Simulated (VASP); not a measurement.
Here is a VASP 6.6.1 calculation.

Contents of INCAR:

```
PREC     = Accurate       # precision mode
ENCUT    = 520            # plane-wave cutoff, eV
EDIFF    = 1E-6           # SCF threshold, eV
ISMEAR   = 0              # smearing method
SIGMA    = 0.01           # smearing width, eV
LREAL    = F              # projectors in reciprocal space
LASPH    = T              # aspherical terms in the spheres
NELM     = 100            # most SCF steps
ALGO     = Normal         # electronic algorithm
ISIF     = 2              # what is computed and relaxed
LWAVE    = F              # write WAVECAR
LCHARG   = T              # write CHGCAR
GGA      = PE             # functional
IVDW     = 2              # dispersion correction
LORBIT   = 11             # projections on sites
LELF     = T              # ELF
LVHAR    = T            
LVACPOTAV= T
```

The input KPOINTS:

```
regular mesh
0
Gamma
  1 1 1
```

The input POSCAR:

```
MgHOF
1.0
   10.0000000000      0.0000000000      0.0000000000
    0.0000000000     14.0000000000      0.0000000000
    0.0000000000      0.0000000000     10.0000000000
O Mg F H
1 1 1 1
Direct
    0.4938100000      0.5919250000      0.4760900000
    0.4931000000      0.4685821400      0.5066000000
    0.4879200000      0.3451607100      0.5343700000
    0.5146800000      0.6578392900      0.4724300000
```

Potentials or basis: VASP PAW PBE potentials, release 64 (O, Mg, F, H).

Run with:

```console
$ cat potpaw_PBE.64/O/POTCAR potpaw_PBE.64/Mg/POTCAR potpaw_PBE.64/F/POTCAR potpaw_PBE.64/H/POTCAR > POTCAR
$ mpirun -np 1 vasp_gam > vasp.out
```

(1) Estimate the Hirshfeld charges.

(2) What does it give for the dispersion energy per atom?

(3) Estimate the largest force.

Answers

(1) O -0.47; Mg +0.76; F -0.41; H +0.12 e.

(2) -0.002 eV.

(3) 0.639 eV/Å.
